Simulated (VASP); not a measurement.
Consider the following.

```
KF
1.0
    0.00000     2.72850     2.72850
    2.72850     0.00000     2.72850
    2.72850     2.72850     0.00000
K F
1 1
Cartesian
  0.00000   0.00000   0.00000
  2.72850   2.72850   2.72850
```

Method: revPBE GGA, VASP's PBE PAW potentials (set 64) (plane waves; VASP 6.6.1). Settings: 520 eV cut-off, 8×8×8 Γ-centred mesh, Gaussian smearing of 0.050 eV, potentials K_sv F.

Give the stress tensor in GPa (positive for a compressed cell).

```
1.39  0.00  0.00
0.00  1.39  0.00
0.00  0.00  1.39
```
The pressure is its mean diagonal, 1.39 GPa.

The compound is KF in the rock salt structure. The cell was not relaxed at this level. The run is one of a series of settings (GGA = RE against the base run), some of them coarse on purpose.
